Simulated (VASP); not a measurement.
Here is the system:

```
Zr
1.0
    1.61500    -2.79726     0.00000
    1.61500     2.79726     0.00000
    0.00000     0.00000     5.15000
Zr
2
Direct
  0.33333   0.66667   0.25000
  0.66667   0.33333   0.75000
```

Computed with rev-vdW-DF2, VASP's PBE PAW potentials (set 64) (plane waves; VASP 6.6.1). Settings: 520 eV cut-off, 12×12×7 Γ-centred mesh, first-order Methfessel-Paxton smearing of 0.10 eV, potentials Zr_sv.

Q: The ions, cell shape and volume are relaxed. Predict the relaxed structure.

A: 
```
Zr
1.0
    1.60012    -2.77148     0.00000
    1.60012     2.77148     0.00000
    0.00000     0.00000     5.15616
Zr
2
Direct
  0.33333   0.66667   0.25000
  0.66667   0.33333   0.75000
```
Space group P6_3/mmc (194), at a tolerance of 0.03 Å.

Q: How do energy and volume change from the first to the last step?

A: The energy (σ→0) changes by -2.5 meV/atom and the volume by -1.7 %, in 5 ionic steps.

| step | E(σ→0) (eV) | max force (eV/Å) | pressure (GPa) | volume (Å³) |
|---|---|---|---|---|
| 1 | -12.4786 | 0.000 | -1.54 | 46.53 |
| 2 | -12.4798 | 0.000 | 1.55 | 45.04 |
| 3 | -12.4829 | 0.000 | 0.06 | 45.73 |
| 4 | -12.4834 | 0.000 | 0.03 | 45.73 |
| 5 | -12.4836 | 0.000 | 0.00 | 45.73 |

The compound is Zr in the hcp structure. This run relaxes it. Symmetry was kept, so distortions that lower it aren't found.
